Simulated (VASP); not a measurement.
Here is the system:

```
CELL_PARAMETERS angstrom
      3.47146     0.00000     0.00000
      0.00000     3.47146     0.00000
      0.00000     0.00000     3.47146
ATOMIC_POSITIONS crystal
  Fe 0.00000 0.00000 0.00000
  Ni 0.00000 0.50000 0.50000
  Ni 0.50000 0.00000 0.50000
  Ni 0.50000 0.50000 0.00000
```
Starting moments (μB, in the order of the record's atoms Fe Ni Ni Ni): 2.9 0.6 0.6 0.6.

Level of theory: PBE GGA, VASP's PBE PAW potentials (set 64) (plane waves; VASP). Numerical set-up: 520 eV cut-off, 9×9×9 Γ-centred mesh, first-order Methfessel-Paxton smearing of 0.10 eV, potentials Fe Ni.

Task: The job: Ni$_{3}$Fe (L1_2), 4 atoms, PBE, static run, 520 eV, 9×9×9 Γ-centred mesh. Roughly how much core time does it take on a busy server core?

Result: About 40 core-seconds (one run on a shared machine, a rough figure). It had 35 irreducible k-points, 25 bands, up to 1141 plane waves and 18 electronic steps.

The compound is Ni3Fe in the L1_2 structure. This cell is one point of a volume scan, at 0.94 of the reference volume.
